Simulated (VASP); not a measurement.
## Ag: a series in biaxial strain in the (111) plane

How do stress and energy of Ag follow biaxial strain in the (111) plane?

Method: PBEsol; plane waves and PAW (Ag), in the first sound run; inputs show where later runs differ, in VASP 6.6.1.

Most raw output is cut from this account.

### Step 1. Set-up

The structure is cubic, space group Fm-3m (No. 225). The conventional cell has a = 4.090 Å, b = 4.090 Å, c = 4.090 Å, α = 90.00°, β = 90.00°, γ = 90.00°. Nearest to Ag lie 12 Ag at 2.89 Å.

Structure file:

```xyz
1
Lattice="0.0000 2.0450 2.0450 2.0450 0.0000 2.0450 2.0450 2.0450 0.0000" Properties=species:S:1:pos:R:3 pbc="T T T"
Ag    0.0000    0.0000    0.0000
```

### Step 2. Relax the crystal, PBEsol

The series starts from the cell that this level prefers, so that zero strain is near zero stress.

This step took 2 runs in a row; the last is shown.

Level: PBEsol; plane waves and PAW (Ag).

Input file INCAR:

```
SYSTEM = Ag
PREC = Accurate
ENCUT = 450
EDIFF = 1E-07
NELM = 120
ISMEAR = 1
SIGMA = 0.15
LREAL = .FALSE.
ALGO = Normal
GGA = PS
NBANDS = 11
LASPH = .TRUE.
LORBIT = 11
LWAVE = .FALSE.
LCHARG = .FALSE.
KPAR = 8
IBRION = 2
NSW = 40
ISIF = 3
EDIFFG = -0.005
POTIM = 0.4
```

Input file POSCAR:

```
Ag
1.0
    0.0000000000      2.0262308355      2.0262308355
    2.0262308355      0.0000000000      2.0262308355
    2.0262308355      2.0262308355      0.0000000000
Ag
1
Direct
    0.0000000000      0.0000000000      0.0000000000
```

Input file KPOINTS:

```
Automatic mesh
0
Gamma
25 25 25
0 0 0
```

PAW data sets: Ag (PBE family, release 64).

Run with:

```bash
mpirun -np 8 vasp_std
```

Elapsed: 4.4 s, on 8 MPI ranks of Intel Xeon 6975P-C (Granite Rapids), shared host; peak memory 1.3 GiB; 29 s of CPU time.

Numbers from this step:

```
energy(sigma→0) of the program : -3.3075 eV
stress, compression positive   : -0.01 along [111], -0.01 across it (mean), GPa
volume                         : 16.638 Å³
ionic steps                    : 1
```

### Step 3. Strain along the normal, PBEsol

One member in full: the plane is strained by -0.5 %, and the strain along the normal is moved by secant steps until the normal stress is under 0.012 GPa or five steps are spent; the atoms relax at each step.

This step took 3 runs, each at a new trial strain with the atoms of the one before; the last is shown.

Level: PBEsol; plane waves and PAW (Ag).

Changes to INCAR since step 2:

```diff
@@ -15,7 +15,7 @@
 LCHARG = .FALSE.
-KPAR = 8
-IBRION = 2
-NSW = 40
-ISIF = 3
-EDIFFG = -0.005
-POTIM = 0.4
+KPAR = 2
+IBRION = 1
+NSW = 25
+ISIF = 2
+EDIFFG = -0.004
+POTIM = 0.3
```

Input file POSCAR:

```
Ag
1.0
    0.0139489440      2.0300486250      2.0300486250
    2.0300486250      0.0139489440      2.0300486250
    2.0300486250      2.0300486250      0.0139489440
Ag
1
Direct
    0.0000000000      0.0000000000      0.0000000000
```

KPOINTS is that of step 2.

Run with:

```bash
mpirun -np 2 vasp_std
```

Wall time 34 s (2 MPI ranks); peak memory 0.6 GiB.

Read from the output:

* energy(sigma→0) of the program: -3.3070 eV
* stress, compression positive: 0.00 along [111], 0.85 across it (mean), GPa
* ionic steps: 1

### Step 4. The whole series

The other members went through these steps as far as the tables show, with the same cutoff and, step by step, the same mesh; 26 runs are not shown. The session took 0.51 core hours (wall time by ranks) on a shared machine.

| in-plane strain (%) | strain along the normal (%) | in-plane stress, tension positive (GPa) | energy above the unstrained row, extrapolated to no smearing (meV/atom) |
| --- | --- | --- | --- |
| -2.000 | 1.970 | -4.232 | 7.893 |
| -1.500 | 1.525 | ? | ? |
| -1.000 | 1.047 | -1.816 | 1.788 |
| -0.500 | 0.533 | -0.848 | 0.441 |
| 0 | 0.000 | 0.009 | 0.000 |
| 0.500 | -0.547 | 0.780 | 0.410 |
| 1.000 | -1.080 | 1.505 | 1.585 |
| 1.500 | -1.592 | 2.199 | 3.486 |
| 2.000 | -2.063 | 2.897 | 6.085 |

### Step 5. A fit to the known rows

Fitting a parabola to the 8 known rows (e: strain in %) gives stress = − 0.1710 e² + 1.746 e + 0.006830 in GPa; the residuals are 0.065 GPa r.m.s.

At e = -1.5 this predicts -2.996 GPa.

### Step 6. Checking the prediction

The calculation gives -2.944 GPa, so the prediction is 0.052 GPa too low, within twice the residual of the fit.

Slopes at zero strain, from cubics through all rows: strain ratio -1.081, stress over strain 162 GPa.

### Step 7. Results

| Property | Result |
| --- | --- |
| error of the predicted stress | -0.052 GPa |
| ratio of normal to in-plane strain | -1.081 |
| biaxial modulus | 162 GPa |

As a check, the curvature of the energy gives 160 GPa for the same modulus (energy per volume = M × strain²), 1 % from the slope of the stress; these energies are extrapolated to no smearing, while the stress belongs to the free energy, so part of the difference may come from that. These are static values: temperature and zero-point motion are left out. In a metal the slopes also depend on mesh and smearing, which were held through the series.

[Lines on the potential files, build, host, timing and source positions are cut from VASP's logs without a mark.]

[Logs are printed without paths, hosts, clocks, repeated set-up lines and the standing remarks that a program may print on its own settings, such as how far it seeks lower states.]

[Hosts, paths, dates, database ids (printed as entryN), source tags and the programs' standing remarks are cut or masked in the printed files.]

[In band tables of VASP the shares of atoms and orbitals are scaled to a sum of 1 inside the atoms' spheres.]
